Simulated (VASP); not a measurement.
Method: r2SCAN meta-GGA, VASP's PBE PAW potentials (set 64) (plane waves; VASP).

A VASP calculation is set up with these files.

### INCAR
```
SYSTEM = CuZn
PREC = Accurate
ENCUT = 520
EDIFF = 1E-7
NELM = 100
ALGO = Normal
LREAL = .FALSE.
LASPH = .TRUE.
ISMEAR = -5
METAGGA = R2SCAN
LMIXTAU = .TRUE.
LMAXMIX = 4
LWAVE = .FALSE.
LCHARG = .FALSE.
LORBIT = 11
NEDOS = 601
ISIF = 2
```

POSCAR:
```
CuZn
1
    2.9222829666     0.0000000000     0.0000000000
    0.0000000000     2.9222829666     0.0000000000
    0.0000000000     0.0000000000     2.9222829666
Zn Cu
1 1
Direct
  0.5000000000   0.5000000000   0.5000000000
  0.0000000000   0.0000000000   0.0000000000
```

### KPOINTS_OPT
```
k-points along high-symmetry lines
10
Line-mode
Reciprocal
  0.000000   0.000000   0.000000 ! GAMMA
  0.000000   0.500000   0.000000 ! X

  0.000000   0.500000   0.000000 ! X
  0.500000   0.500000   0.000000 ! M

  0.500000   0.500000   0.000000 ! M
  0.000000   0.000000   0.000000 ! GAMMA

  0.000000   0.000000   0.000000 ! GAMMA
  0.500000   0.500000   0.500000 ! R

  0.500000   0.500000   0.500000 ! R
  0.000000   0.500000   0.000000 ! X

  0.500000   0.500000   0.500000 ! R
  0.500000   0.500000   0.000000 ! M
```

### KPOINTS
```
Automatic mesh
0
Gamma
14 14 14
0 0 0
```

POTCAR, in this order: Zn Cu (PBE.64 set). Program: vasp_std.

Problem. What will the output report for the number of irreducible k-points (NKPTS), largest plane-wave count, number of space-group operations, FFT grid (NGX, NGY, NGZ)?

Solution. 
```yaml
number of irreducible k-points (NKPTS): 120
largest_plane_wave_count: 691
number_of_space_group_operations: 48
FFT grid (NGX, NGY, NGZ): 24 × 24 × 24
```

The compound is CuZn in the CsCl type structure. It was relaxed first. The electron count is odd and the run is not spin-polarised, which forces a metal.
